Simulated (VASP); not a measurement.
**How PAW data sets and plane-wave cutoff change a VASP run on Bismuth**

Aim: find what the PAW data sets and plane-wave cutoff change for Bismuth, and what they cost. The series runs use r2SCAN. The PAW data sets tried: minimal 64: Bi; recommended 64: Bi_d; recommended 54: Bi_d; gw 64: Bi_d_GW. The plane-wave cutoff tried: ENCUT = 150; ENCUT = 180; ENCUT = 220; ENCUT = 240; ENCUT = 280; ENCUT = 320; ENCUT = 390; ENCUT = 490. The atoms of the start are displaced at random from the sites of a R-3m cell.

Program: VASP 6.6.1. Level of theory: r2SCAN; plane waves and PAW (Bi), in the first sound run; inputs show where later runs differ. Results are calculated unless marked as measured.

The database entry behind the starting cell lists a temperature near 78 K, so it need not match the best structure at ambient conditions.

### Step 1. The structure

It takes space group P-1 (No. 2, triclinic). Conventional cell: a = 4.535 Å, b = 4.535 Å, c = 4.729 Å, α = 61.35°, β = 61.35°, γ = 60.00°. Bi has 3 Bi at 3.06 to 3.14 Å nearest.

Structure file:

```cif
data_structure
_symmetry_space_group_name_H-M 'P 1'
_symmetry_Int_Tables_number 1
_cell_length_a 4.7290
_cell_length_b 4.7290
_cell_length_c 4.7290
_cell_angle_alpha 57.304
_cell_angle_beta 57.304
_cell_angle_gamma 57.304
_cell_volume 70.14
loop_
_atom_site_label
_atom_site_type_symbol
_atom_site_fract_x
_atom_site_fract_y
_atom_site_fract_z
_atom_site_occupancy
Bi1 Bi 0.24043 0.25424 0.22206 1
Bi2 Bi 0.76422 0.77058 0.76425 1
```

### Step 2. PAW data sets: minimal 64: Bi

Data sets differ in which electrons are valence and how hard the partial waves are. r2SCAN adds the kinetic-energy density, costs more than a GGA and is run with LASPH.

INCAR reads:

```
SYSTEM = Bi
PREC = Accurate
ENCUT = 400
EDIFF = 1E-06
NELM = 100
ISMEAR = -1
SIGMA = 0.05
LREAL = .FALSE.
ALGO = Normal
METAGGA = R2SCAN
LASPH = .TRUE.
NBANDS = 11
LORBIT = 11
LWAVE = .FALSE.
LCHARG = .FALSE.
KPAR = 2
ISIF = 2
```

POSCAR reads:

```
Bi
1.0
    2.2675000000      1.3091417354      3.9380000000
   -2.2675000000      1.3091417354      3.9380000000
    0.0000000000     -2.6182834708      3.9380000000
Bi
2
Direct
    0.2404340000      0.2542450000      0.2220610000
    0.7642200000      0.7705820000      0.7642520000
```

KPOINTS reads:

```
Automatic mesh
0
Gamma
6 6 6
0 0 0
```

PAW data sets: Bi (PBE family, release 64).

Run with:

```
> mpirun -np 2 vasp_std
```

Output:

```text
[banner, memory and clock lines left out]
running    2 mpi-ranks, on    1 nodes
 distrk:  each k-point on    1 cores,    2 groups
 distr:  one band on    1 cores,    1 groups

 POSCAR found type information on POSCAR Bi
 POSCAR found :  1 types and       2 ions
|                                                                             |
|               ----> ADVICE to this user running VASP <----                  |
|                                                                             |
|     You enforced a specific xc type in the INCAR file but a different       |
|     [... a line on the potential file left out ...]
|     I HOPE YOU KNOW WHAT YOU ARE DOING!                                     |
|                                                                             |

 LDA part: xc-table for (None), standard interpolation
 POSCAR, INCAR and KPOINTS ok, starting setup
 FFT: planning ... GRIDC
 FFT: planning ... GRID_SOFT
 FFT: planning ... GRID
 WAVECAR not read
 entering main loop
       N       E                     dE             d eps       ncg     rms          rms(c)
DAV:   1    -0.776535768101E+02   -0.77654E+02   -0.33020E+03  2464   0.602E+02
DAV:   2    -0.115877913906E+03   -0.38224E+02   -0.37019E+02  3464   0.934E+01
DAV:   3    -0.117917748217E+03   -0.20398E+01   -0.20300E+01  2994   0.264E+01
DAV:   4    -0.117959162920E+03   -0.41415E-01   -0.41410E-01  3092   0.391E+00
DAV:   5    -0.117960004814E+03   -0.84189E-03   -0.84189E-03  2974   0.568E-01    0.218E+00
DAV:   6    -0.116981077866E+03    0.97893E+00   -0.18591E-01  2593   0.322E+00    0.140E+00
DAV:   7    -0.116994453394E+03   -0.13376E-01   -0.26626E-02  2902   0.106E+00    0.111E-01
DAV:   8    -0.116994702969E+03   -0.24957E-03   -0.86412E-04  2968   0.189E-01    0.721E-02
DAV:   9    -0.116994810499E+03   -0.10753E-03   -0.15764E-04  2872   0.898E-02    0.103E-02
DAV:  10    -0.116994813825E+03   -0.33260E-05   -0.53079E-06  3180   0.160E-02    0.358E-03
DAV:  11    -0.116994814551E+03   -0.72584E-06   -0.20711E-06  2723   0.882E-03
   1 F= -.11699481E+03 E0= -.11699342E+03  d E =-.278966E-02
```

It took 78 s on 2 MPI ranks of AMD EPYC 7R43, shared host; peak memory 0.34 GiB; 2.6 min of CPU time.

The logs omit lines about the potential files and the build; timing stands in the text.

Parts of OUTCAR (step 2):

```text
ion  position               nearest neighbor table
   1  0.240  0.254  0.222-   2 3.06   2 3.08   2 3.14   2 3.44   2 3.49   2 3.51
   2  0.764  0.771  0.764-   1 3.06   1 3.08   1 3.14   1 3.44   1 3.49   1 3.51

  LATTYP: Found a trigonal (rhomboedric) cell.
 ALAT       =     4.7289800521
 COS(alpha) =     0.5401781303

 Subroutine GETGRP returns: Found  2 space group operations
 (whereof  1 operations were pure point group operations)

The static configuration has the point symmetry C_1 .
 The point group associated with its full space group is S_2 .

 Found    112 irreducible k-points:

   k-points           NKPTS =    112   k-points in BZ     NKDIM =    112   number of bands    NBANDS=     11

   dimension x,y,z NGX =    32 NGY =   32 NGZ =   32
   dimension x,y,z NGXF=    64 NGYF=   64 NGZF=   64

   ENCUT  =  400.0 eV  29.40 Ry    5.42 a.u.   7.71  7.71  7.71*2*pi/ulx,y,z

   NELECT =      10.0000    total number of electrons

 k-points in reciprocal lattice and weights: Automatic mesh
   0.00000000  0.00000000  0.00000000       0.005
   0.16666667  0.00000000 -0.00000000       0.009
   0.00000000  0.16666667 -0.00000000       0.009
  -0.00000000 -0.00000000  0.16666667       0.009
   0.33333333  0.00000000  0.00000000       0.009
   0.00000000  0.33333333  0.00000000       0.009
   0.00000000  0.00000000  0.33333333       0.009
   0.50000000  0.00000000  0.00000000       0.005
   0.00000000  0.50000000  0.00000000       0.005
[...]
0.50000000  0.33333333 -0.33333333       0.009
   0.50000000  0.50000000  0.50000000       0.005

 average (electrostatic) potential at core
       1 -66.3750       2 -66.3750

 E-fermi :   5.1654

 k-point     1 :       0.0000    0.0000    0.0000
  band No.  band energies     occupation
      1      -8.4595      2.00000
      2      -2.3864      2.00000
      3       3.4977      2.00000
      4       3.8060      2.00000
      5       3.9145      2.00000
      6       7.9725      0.00000
      7       8.2128      0.00000
      8       8.4167      0.00000
      9      11.1097      0.00000
     10      11.2644      0.00000
    ...

 k-point     2 :       0.1667    0.0000   -0.0000
  band No.  band energies     occupation
      1      -8.1838      2.00000
      2      -3.0399      2.00000
      3       3.6140      2.00000
      4       3.8446      2.00000
      5       3.9761      2.00000
      6       7.2219      0.00000
      7       7.5495      0.00000
      8       7.6715      0.00000
      9      10.6126      0.00000
     10      11.2076      0.00000
    ...

 k-point     3 :       0.0000    0.1667   -0.0000
  band No.  band energies     occupation
      1      -8.1826      2.00000
      2      -3.0437      2.00000
      3       3.5948      2.00000
      4       3.8769      2.00000
      5       3.9642      2.00000
      6       7.2329      0.00000
      7       7.5907      0.00000
      8       7.6293      0.00000
      9      10.6067      0.00000
     10      11.1983      0.00000
    ...

  Total        0.5088267      0.1846371      0.3988698     -0.0571058     -0.3224988      0.0958024
  in kB       11.6230360      4.2176318      9.1113092     -1.3044569     -7.3667821      2.1883967
  external PRESSURE =       8.3173257 kB  Pullay stress =       0.0000000 kB

  energy-cutoff  :      400.00
  volume of cell :       70.14
      direct lattice vectors                 reciprocal lattice vectors
     2.267500000  1.309141735  3.938000000     0.220507166  0.127309872  0.084645336
    -2.267500000  1.309141735  3.938000000    -0.220507166  0.127309872  0.084645336
     0.000000000 -2.618283471  3.938000000     0.000000000 -0.254619744  0.084645336

 POSITION                                       TOTAL-FORCE (eV/Angst)
 -----------------------------------------------------------------------------------
     -0.03132      0.06619      2.82252         0.039763     -0.078699     -0.242678
     -0.01443      0.00824      9.05367        -0.039763      0.078699      0.242678
 -----------------------------------------------------------------------------------
    total drift:                                0.000001     -0.000000     -0.000000

  FREE ENERGIE OF THE ION-ELECTRON SYSTEM (eV)
  ---------------------------------------------------
  free  energy   TOTEN  =      -116.9948145512 eV

  energy  without entropy=     -116.9920248892  energy(sigma->0) =     -116.99341972

 total charge
# of ion       s       p       d       tot
------------------------------------------
    1        1.693   1.909   0.072   3.674
    2        1.693   1.909   0.072   3.674
--------------------------------------------------
tot          3.386   3.818   0.144   7.348

[... 3 further parts left out ...]
```

The k-mesh is coarse for a metal. The PAW data sets were made with PBE, which is usual practice but a small mismatch for other functionals. The data set Bi keeps the semicore shell frozen, which is cheaper and a little less accurate.

Numbers from this step:

* electronic steps: 11
* electrons: 10
* bands: 11
* irreducible k points: 112
* symmetry operations: 2
* free energy (TOTEN): -116.9948 eV
* energy at zero smearing: -116.9934 eV
* Fermi energy: 5.165 eV
* pressure: 0.8317 GPa
* metallic: yes

The series starts at -58.4967 eV an atom and 0.83 GPa, after 11 cycles in 78 s.

### Step 3. PAW data sets: recommended 64: Bi d

This step: r2SCAN; plane waves and PAW (Bi_d) (VASP 6.6.1).

INCAR, as its differences from that of step 2:

```diff
@@ -11,3 +11,3 @@
 LASPH = .TRUE.
-NBANDS = 11
+NBANDS = 21
 LORBIT = 11
```

POSCAR is that of step 2.

KPOINTS is that of step 2.

Potentials, in the order of the species: Bi_d (PBE family, release 64).

Run with:

```
> mpirun -np 2 vasp_std
```

Output:

```text
[banner, memory and clock lines left out]
running    2 mpi-ranks, on    1 nodes
[...]
[... a notice as in an earlier step ...]

 LDA part: xc-table for (None), standard interpolation
 POSCAR, INCAR and KPOINTS ok, starting setup
[...]
entering main loop
       N       E                     dE             d eps       ncg     rms          rms(c)
DAV:   1     0.176904324204E+03    0.17690E+03   -0.14764E+04  4704   0.150E+03
DAV:   2    -0.998440403704E+02   -0.27675E+03   -0.27125E+03  4789   0.413E+02
DAV:   3    -0.123046299677E+03   -0.23202E+02   -0.22915E+02  5599   0.142E+02
DAV:   4    -0.123871824463E+03   -0.82552E+00   -0.82517E+00  5915   0.296E+01
[...]
DAV:  11    -0.116999852676E+03    0.32652E-05   -0.62845E-05  5689   0.912E-02    0.990E-03
DAV:  12    -0.116999853565E+03   -0.88898E-06   -0.12706E-05  5628   0.287E-02    0.223E-03
DAV:  13    -0.116999854017E+03   -0.45149E-06   -0.10867E-06  3288   0.132E-02
   1 F= -.11699985E+03 E0= -.11699845E+03  d E =-.281615E-02
```

Elapsed: 2.8 min, on 2 MPI ranks; peak memory 0.41 GiB; 5.5 min of CPU time.

OUTCAR, selected parts (step 3):

```text
  Total        0.4515894      0.1375415      0.3616273     -0.0559129     -0.3184343      0.0940362
  in kB       10.3155738      3.1418355      8.2605859     -1.2772090     -7.2739352      2.1480508
  external PRESSURE =       7.2393317 kB  Pullay stress =       0.0000000 kB

 POSITION                                       TOTAL-FORCE (eV/Angst)
 -----------------------------------------------------------------------------------
     -0.03132      0.06619      2.82252         0.038453     -0.075215     -0.268278
     -0.01443      0.00824      9.05367        -0.038453      0.075215      0.268278
 -----------------------------------------------------------------------------------
    total drift:                                0.000040     -0.000024     -0.000037

  FREE ENERGIE OF THE ION-ELECTRON SYSTEM (eV)
  ---------------------------------------------------
  free  energy   TOTEN  =      -116.9998540168 eV

  energy  without entropy=     -116.9970378692  energy(sigma->0) =     -116.99844594

[... 1 part as in an earlier step ...]

[... 2 further parts left out ...]
[key lines of the parts left out:]
E-fermi :   6.2459
```

With 30 valence electrons the pressure is 0.72 GPa, -0.11 GPa from the first of the series, after 13 cycles in 2.8 min.

### Step 4. PAW data sets: recommended 54: Bi d

INCAR is that of step 3.

POSCAR is that of step 3.

KPOINTS is that of step 3.

Potentials, in the order of the species: Bi_d (PBE family, release 54).

Run with:

```
> mpirun -np 2 vasp_std
```

Output:

```text
[... set-up lines as in an earlier step ...]
 entering main loop
       N       E                     dE             d eps       ncg     rms          rms(c)
[... 13 cycles as in an earlier step ...]
   1 F= -.11699985E+03 E0= -.11699845E+03  d E =-.281615E-02
```

Wall time 2.8 min (2 MPI ranks); peak memory 0.41 GiB.

Parts of OUTCAR (step 4):

```text
[... 6 parts as in an earlier step ...]

[... 1 further part left out ...]
[key lines of the parts left out:]
E-fermi :   6.2459
```

With 30 valence electrons the pressure is 0.72 GPa, -0.11 GPa from the first of the series, after 13 cycles in 2.8 min.

### Step 5. PAW data sets: GW 64: Bi d GW

This step: r2SCAN; plane waves and PAW (Bi_d_GW) (VASP 6.6.1).

INCAR, as its differences from that of step 4:

```diff
@@ -11,3 +11,3 @@
 LASPH = .TRUE.
-NBANDS = 21
+NBANDS = 23
 LORBIT = 11
```

POSCAR is that of step 4.

KPOINTS is that of step 4.

PAW data sets: Bi_d_GW (PBE family, release 64).

Run with:

```
> mpirun -np 2 vasp_std
```

Output:

```text
[... set-up lines as in an earlier step ...]
 entering main loop
       N       E                     dE             d eps       ncg     rms          rms(c)
DAV:   1     0.227889167306E+03    0.22789E+03   -0.21349E+04  8138   0.230E+03
DAV:   2    -0.941298922228E+02   -0.32202E+03   -0.31016E+03  7178   0.651E+02
DAV:   3    -0.124219536498E+03   -0.30090E+02   -0.29601E+02  8329   0.194E+02
DAV:   4    -0.125136095778E+03   -0.91656E+00   -0.91631E+00  7917   0.366E+01
[...]
DAV:  11    -0.116740483899E+03    0.14076E-03   -0.63714E-04  7475   0.650E-01    0.889E-03
DAV:  12    -0.116740485836E+03   -0.19373E-05   -0.15865E-05  8283   0.762E-02    0.730E-03
DAV:  13    -0.116740485729E+03    0.10715E-06   -0.71488E-06  6769   0.689E-02
   1 F= -.11674049E+03 E0= -.11673908E+03  d E =-.281956E-02
```

The job ended after 3.5 min (2 MPI ranks; peak memory 0.47 GiB; 7 min of CPU time).

Parts of OUTCAR (step 5):

```text
  Total        0.1378907     -0.1765076      0.0466552     -0.0560107     -0.3181393      0.0939245
  in kB        3.1498114     -4.0319309      1.0657359     -1.2794414     -7.2671972      2.1454993
  external PRESSURE =       0.0612055 kB  Pullay stress =       0.0000000 kB

 POSITION                                       TOTAL-FORCE (eV/Angst)
 -----------------------------------------------------------------------------------
     -0.03132      0.06619      2.82252         0.038419     -0.074968     -0.273125
     -0.01443      0.00824      9.05367        -0.038419      0.074968      0.273125
 -----------------------------------------------------------------------------------
    total drift:                                0.000040     -0.000024     -0.000038

  FREE ENERGIE OF THE ION-ELECTRON SYSTEM (eV)
  ---------------------------------------------------
  free  energy   TOTEN  =      -116.7404857292 eV

  energy  without entropy=     -116.7376661713  energy(sigma->0) =     -116.73907595

[... 1 part as in an earlier step ...]

[... 2 further parts left out ...]
[key lines of the parts left out:]
E-fermi :   2.8810
```

With 34 valence electrons the pressure is 0.01 GPa, -0.83 GPa from the first of the series, after 13 cycles in 3.5 min.

### Step 6. The PAW data sets series as a table

This step: convergence of r2SCAN results with the datasets; plane waves and PAW (VASP 6.6.1).

Derived from the runs above.

Differences are taken from the run with recommended 64: Bi_d. Results of the series, by row:

```
                     setting     status  pressure (GPa)  largest force difference (meV/Å)  SCF cycles  wall time (s)
      minimal 64: Bi, 400 eV  converged          0.8317                              25.6          11             78
recommended 64: Bi_d, 400 eV  converged          0.7239                                 0          13            166
recommended 54: Bi_d, 400 eV  converged          0.7239                                 0          13            167
      gw 64: Bi_d_GW, 400 eV  converged        0.006121                             4.847          13            212
```

### Step 7. Plane-wave cutoff: ENCUT = 150

This step: r2SCAN; plane waves and PAW (Bi_d) (VASP 6.6.1).

The basis grows with ENCUT, and energy and stress both move with it.

INCAR, as its differences from that of step 5:

```diff
@@ -2,3 +2,3 @@
 PREC = Accurate
-ENCUT = 400
+ENCUT = 150
 EDIFF = 1E-06
@@ -11,3 +11,3 @@
 LASPH = .TRUE.
-NBANDS = 23
+NBANDS = 21
 LORBIT = 11
```

POSCAR is that of step 5.

KPOINTS is that of step 5.

The projector-augmented-wave data sets are Bi_d (PBE family, release 64).

Run with:

```
> mpirun -np 2 vasp_std
```

Output:

```text
[... set-up lines as in an earlier step ...]
 entering main loop
       N       E                     dE             d eps       ncg     rms          rms(c)
DAV:   1     0.244094532581E+02    0.24409E+02   -0.10221E+04  6087   0.590E+02
DAV:   2    -0.109658053707E+03   -0.13407E+03   -0.13126E+03  5414   0.222E+02
DAV:   3    -0.113141095908E+03   -0.34830E+01   -0.34703E+01  5259   0.382E+01
DAV:   4    -0.113176835363E+03   -0.35739E-01   -0.35737E-01  5307   0.331E+00
DAV:   5    -0.113177387337E+03   -0.55197E-03   -0.55197E-03  5334   0.368E-01    0.748E+00
DAV:   6    -0.103319333581E+03    0.98581E+01   -0.44510E+00  4899   0.197E+01    0.295E+00
DAV:   7    -0.103323288334E+03   -0.39548E-02   -0.28473E-01  5346   0.421E+00    0.983E-01
DAV:   8    -0.103344835276E+03   -0.21547E-01   -0.52539E-02  4819   0.171E+00    0.302E-01
DAV:   9    -0.103342078524E+03    0.27568E-02   -0.11076E-02  5554   0.849E-01    0.344E-02
DAV:  10    -0.103342141236E+03   -0.62713E-04   -0.30014E-04  5057   0.122E-01    0.249E-02
DAV:  11    -0.103342116899E+03    0.24337E-04   -0.94039E-05  5429   0.797E-02    0.239E-03
DAV:  12    -0.103342116567E+03    0.33209E-06   -0.17766E-06  4398   0.926E-03
   1 F= -.10334212E+03 E0= -.10334076E+03  d E =-.271511E-02
```

The job ended after 49 s (2 MPI ranks; peak memory 0.2 GiB; 97 s of CPU time).

OUTCAR, selected parts (step 7):

```text
   ENCUT  =  150.0 eV  11.02 Ry    3.32 a.u.   4.72  4.72  4.72*2*pi/ulx,y,z

   NELECT =      30.0000    total number of electrons

 E-fermi :   6.2089

 k-point     1 :       0.0000    0.0000    0.0000
  band No.  band energies     occupation
    ...
     11      -7.4818      2.00000
     12      -1.8342      2.00000
     13       4.6485      2.00000
     14       4.9515      2.00000
     15       5.0590      2.00000
     16       9.0849      0.00000
     17       9.3135      0.00000
     18       9.5101      0.00000
     19      12.2375      0.00000
     20      12.4371      0.00000
    ...

  Total     -132.7685055   -132.9291237   -132.6915304     -0.0347883     -0.2084798      0.0605819
  in kB    -3032.8066428  -3036.4756167  -3031.0483162     -0.7946634     -4.7622668      1.3838615
  external PRESSURE =   -3033.4435253 kB  Pullay stress =       0.0000000 kB

 POSITION                                       TOTAL-FORCE (eV/Angst)
 -----------------------------------------------------------------------------------
     -0.03132      0.06619      2.82252        -0.055786      0.073584      0.486468
     -0.01443      0.00824      9.05367         0.055786     -0.073584     -0.486468
 -----------------------------------------------------------------------------------
    total drift:                                0.000079     -0.000094     -0.000398

  FREE ENERGIE OF THE ION-ELECTRON SYSTEM (eV)
  ---------------------------------------------------
  free  energy   TOTEN  =      -103.3421165669 eV

  energy  without entropy=     -103.3394014606  energy(sigma->0) =     -103.34075901

[... 6 parts as in an earlier step ...]

[... 10 further parts left out ...]
```

This step gave:

- electronic steps: 12
- electrons: 30
- bands: 21
- free energy (TOTEN): -103.3421 eV
- energy at zero smearing: -103.3408 eV
- Fermi energy: 6.209 eV
- pressure: -303.3 GPa

The series starts at -51.6704 eV an atom and -303.34 GPa, after 12 cycles in 49 s.

(Continued in part 2 of 2.)

[Lines on the potential files, build, host, timing and source positions are cut from VASP's logs without a mark.]

[Logs are printed without paths, hosts, clocks, repeated set-up lines and the standing remarks that a program may print on its own settings, such as how far it seeks lower states.]

[Hosts, paths, dates, database ids (printed as entryN), source tags and the programs' standing remarks are cut or masked in the printed files.]

[A measured line is paired with the nearest computed mode of its activity, which favours agreement.]
